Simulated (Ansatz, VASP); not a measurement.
# ZrAl20 (S5(210) boundary in fcc Al with Zr (substitutional)): VASP beside Ansatz, part 3 of 3

Aim: how closely do two programs agree when they are given the same cell, functional and k mesh? Of the first pair: The structure shown is the start of the Ansatz relaxation below; VASP solves that cell, so the two are compared at the walk's first step.

VASP 6.6.1 and Ansatz 0.2.0.

So far. Step 4 (Comparison): The forces differ by 1.3 meV/Å r.m.s., which is 1.0 % of the r.m.s. force of 0.130 eV/Å (both taken over all components).

### 5. Ansatz: relaxation, PBE

Level of this step: Ansatz beside VASP: Kohn-Sham DFT, plane waves, PBE (Ansatz).

This run makes the geometry at which the two programs are then compared.

The structure compared here is the end of the Ansatz relaxation.

Input file input.yaml:

```yaml
crystal:
  lattice:
    - [4.957730497, 0.0, 0.0]
    - [1.6525768323, 3.6952741352, 0.0]
    - [0.0, 0.0, 30.0082257911]
  atoms:
    - { symbol: Al, position: [0.6, 0.7000000001, 0.1666209804] }
    - { symbol: Al, position: [0.2, 0.4000000001, 0.1967844967] }
    - { symbol: Al, position: [0.8, 0.1000000001, 0.226948013] }
    - { symbol: Al, position: [0.4, 0.8000000001, 0.2571115294] }
    - { symbol: Al, position: [1.0, 0.5000000001, 0.2872750457] }
    - { symbol: Al, position: [0.6, 0.2, 0.3174385621] }
    - { symbol: Al, position: [0.2, 0.9, 0.3476020784] }
    - { symbol: Al, position: [0.8, 0.6, 0.3777655948] }
    - { symbol: Al, position: [0.4, 0.3, 0.4079291111] }
    - { symbol: Zr, position: [0.0, 0.0, 0.4380926274] }
    - { symbol: Al, position: [0.8, 0.6, 0.4984196601] }
    - { symbol: Al, position: [0.2, 0.9, 0.5285831765] }
    - { symbol: Al, position: [0.6, 0.2, 0.5587466928] }
    - { symbol: Al, position: [1.0, 0.5000000001, 0.5889102092] }
    - { symbol: Al, position: [0.4, 0.8000000001, 0.6190737255] }
    - { symbol: Al, position: [0.8, 0.1000000001, 0.6492372419] }
    - { symbol: Al, position: [0.2, 0.4000000001, 0.6794007582] }
    - { symbol: Al, position: [0.6, 0.7000000001, 0.7095642745] }
    - { symbol: Al, position: [1.0, 1.0e-10, 0.7397277909] }
    - { symbol: Al, position: [0.4, 0.3000000001, 0.7698913072] }
    - { symbol: Al, position: [0.8, 0.6000000001, 0.8000548236] }
kpoints:
  mp_grid: { grid: [6, 6, 1] }
hamiltonian:
  xc: pbe
  pseudopotentials: { kind: paw, azcp: { folder: soft_1 } }
scf:
  occupations: { method: fermi_dirac, width: 0.1 }
relax:
  f_tol: 0.03
  max_steps: 80
  constraints: [{ sites: [0, 1, 2, 3] }]
```

On the command line:

```
$ ansatz run input.yaml --threads 4 --pin off --max-ram 15360MiB --backend cpu --events-out ev --progress --plain --runs-dir out
```

Numbers of over 12 decimals in the logs are rounded to 6 here.

The program printed:

```text
[...]
Crystal: 21 atoms, lattice volume = 549.756 Å³
Basis set: ecut = 420 eV, 10749 PW (Γ), exchange–correlation on 72×60×432 points (8 copies of the dense FFT grid, shifted against one another)
Bands: 57, of which v1, the nominal top of the filled ones, is band 36 counted from 1 (35 counted from 0)
Symmetry: 2 space group operations
[...]
k-points: 13 of 36 (time reversal used)
[...]
- { symbol: Al, position: [0.625214, 0.187393, 0.317384] }
    - { symbol: Al, position: [0.239717, 0.880141, 0.347211] }
    - { symbol: Al, position: [0.835044, 0.582478, 0.377910] }
[...]
- { symbol: Zr, position: [0.043682, -0.021841, 0.440228] }
[...]
- { symbol: Al, position: [0.150212, 0.924894, 0.700304] }
    - { symbol: Al, position: [0.546713, 0.226643, 0.729095] }
    - { symbol: Al, position: [-0.062589, 0.531294, 0.762393] }
    - { symbol: Al, position: [0.337869, 0.831066, 0.786509] }
[key lines of the parts left out:]
SCF converged after 2 iterations
Free energy (F): -14932.363849 eV
Fermi energy:    3.823388 eV
```

### 6. VASP: single point, PBE, relaxed cell, pair 2

The same cell, functional, mesh and smearing now go to VASP, with its own data sets.

Input file INCAR:

```
SYSTEM = ZrAl20
PREC = Accurate
ENCUT = 400
EDIFF = 1E-06
NELM = 120
ISMEAR = -1
SIGMA = 0.1
LREAL = .FALSE.
ALGO = Normal
GGA = PE
NBANDS = 57
LASPH = .TRUE.
LORBIT = 11
LWAVE = .FALSE.
LCHARG = .FALSE.
ISIF = 2
GGA_COMPAT = .FALSE.
KPAR = 4
```

Input file POSCAR:

```
ZrAl20
1.0
    4.9577304970      0.0000000000      0.0000000000
    1.6525768323      3.6952741352      0.0000000000
    0.0000000000      0.0000000000     30.0082257911
Al Zr
20 1
Direct
    0.6000000000      0.7000000000      0.1666209804
    0.2000000000      0.4000000000      0.1967844967
    0.8000000000      0.1000000000      0.2269480130
    0.4000000000      0.8000000000      0.2571115294
    0.0144786687      0.4927606656      0.2875537560
    0.6252138811      0.1873930595      0.3173836362
    0.2397172245      0.8801413878      0.3472113546
    0.8350436232      0.5824781884      0.3779102332
    0.4479386968      0.2760306516      0.4097105833
    0.6337979246      0.6831010377      0.4712711573
    0.8345294288      0.0827352856      0.5290657264
    0.2491162427      0.3754418787      0.5045968261
    0.5447682548      0.7276158726      0.5761750897
    0.9760273772      0.0119863114      0.6123767202
    0.3664444195      0.3167777902      0.6385867755
    0.7588476901      0.6205761550      0.6684753478
    0.1502119989      0.9248940006      0.7003042507
    0.5467134482      0.2266432759      0.7290951199
    0.9374111160      0.5312944420      0.7623926389
    0.3378689618      0.8310655191      0.7865091274
    0.0436817308      0.9781591346      0.4402277440
```

Input file KPOINTS:

```
Automatic mesh
0
Gamma
6 6 1
0 0 0
```

The projector-augmented-wave data sets are Al and Zr_sv (PBE family, release 64).

On the command line:

```
$ mpirun -np 4 vasp_std
```

The program printed:

```text
[banner, memory and clock lines left out]
running    4 mpi-ranks, on    1 nodes
[...]
[... a notice as in an earlier step ...]

 LDA part: xc-table for (Slater+PW92), standard interpolation
 POSCAR, INCAR and KPOINTS ok, starting setup
[...]
entering main loop
       N       E                     dE             d eps       ncg     rms          rms(c)
DAV:   1     0.174807241065E+03    0.17481E+03   -0.22986E+04  1610   0.812E+02
DAV:   2    -0.642232250267E+02   -0.23903E+03   -0.22574E+03  1785   0.159E+02
DAV:   3    -0.829084625967E+02   -0.18685E+02   -0.18058E+02  2308   0.352E+01
DAV:   4    -0.846637644385E+02   -0.17553E+01   -0.17384E+01  2532   0.976E+00
[...]
DAV:  24    -0.818784748502E+02   -0.69647E-05   -0.58780E-07  1396   0.179E-03    0.151E-03
DAV:  25    -0.818784766434E+02   -0.17932E-05   -0.14846E-07  1179   0.950E-04    0.563E-04
DAV:  26    -0.818784770301E+02   -0.38665E-06   -0.62183E-08  1196   0.612E-04
   1 F= -.81878477E+02 E0= -.81725539E+02  d E =-.305876E+00
```

OUTCAR, selected parts (step 6):

```text
  Total        0.4632008     -3.7582697     -0.2409321     -2.3598737     -0.0492282      0.1100776
  in kB        1.3499260    -10.9528875     -0.7021589     -6.8774818     -0.1434679      0.3208039
  external PRESSURE =      -3.4350401 kB  Pullay stress =       0.0000000 kB

 POSITION                                       TOTAL-FORCE (eV/Angst)
 -----------------------------------------------------------------------------------
      4.13144      2.58669      5.00000        -0.080092      0.035818      0.250933
      1.65258      1.47811      5.90515         0.003510     -0.001570     -0.179108
      4.13144      0.36953      6.81031         0.017856     -0.007986      0.002417
      3.30515      2.95622      7.71546         0.071819     -0.032119     -0.088240
      0.88611      1.82089      8.62898         0.004825     -0.002158     -0.005756
      3.40932      0.69247      9.52412        -0.002524      0.001129      0.006446
      2.64295      3.25236     10.41920         0.001804     -0.000807     -0.000689
      5.10251      2.15242     11.34042        -0.002957      0.001322      0.001522
      2.67692      1.02001     12.29469        -0.001843      0.000824     -0.000388
      4.27108      2.52425     14.14201        -0.004164      0.001862      0.008516
      4.27410      0.30573     15.87632        -0.010299      0.004606     -0.004663
      1.85550      1.38736     15.14206         0.008300     -0.003712      0.010850
      3.90326      2.68874     17.28999        -0.003642      0.001629      0.002608
      4.85869      0.04429     18.37634         0.009130     -0.004083     -0.002206
[...]
-----------------------------------------------------------------------------------
    total drift:                               -0.000257      0.000121     -0.000125

  FREE ENERGIE OF THE ION-ELECTRON SYSTEM (eV)
  ---------------------------------------------------
  free  energy   TOTEN  =       -81.8784770301 eV

  energy  without entropy=      -81.5726007612  energy(sigma->0) =      -81.72553890

[... 2 parts as in an earlier step ...]

[... 1 further part left out ...]
[key lines of the parts left out:]
E-fermi :   3.6535
```

### 7. Comparison

Forces on 9 of the 21 atoms, those with the largest forces and the largest differences (eV/Å; atoms numbered as in POSCAR):

```
atom         Ansatz x, y, z           VASP x, y, z
 Al1   -0.080, 0.036, 0.250   -0.080, 0.036, 0.251
 Al2  0.004, -0.002, -0.179  0.004, -0.002, -0.179
 Al3   0.018, -0.008, 0.002   0.018, -0.008, 0.002
 Al4  0.072, -0.032, -0.088  0.072, -0.032, -0.088
 Al8   -0.002, 0.001, 0.005   -0.003, 0.001, 0.002
 Al9   -0.003, 0.001, 0.003   -0.002, 0.001, 0.000
Al11  -0.009, 0.004, -0.006  -0.010, 0.005, -0.005
Al12   0.007, -0.003, 0.008   0.008, -0.004, 0.011
Zr21  -0.011, 0.005, -0.014  -0.011, 0.005, -0.015
```

The forces differ by 1.0 meV/Å r.m.s., which is 2.4 % of the r.m.s. force of 0.043 eV/Å (both taken over all components).

### 8. Outcome

- r.m.s. force difference (single point, PBE, start cell, pair 1): 1.3 meV/Å
- r.m.s. force difference (single point, PBE, relaxed cell, pair 2): 1.0 meV/Å

In words: The r.m.s. force difference is 1.3 meV/Å (single point, PBE, start cell, pair 1), within the 12 meV/Å picked in this series as the mark of a large difference. How closely two codes agree says nothing of how well the functional describes the real material.

[Lines on the potential files, build, host, timing and source positions are cut from VASP's logs without a mark.]

[Logs are printed without paths, hosts, clocks, repeated set-up lines and the standing remarks that a program may print on its own settings, such as how far it seeks lower states.]

[Hosts, paths, dates, database ids (printed as entryN), source tags and the programs' standing remarks are cut or masked in the printed files.]
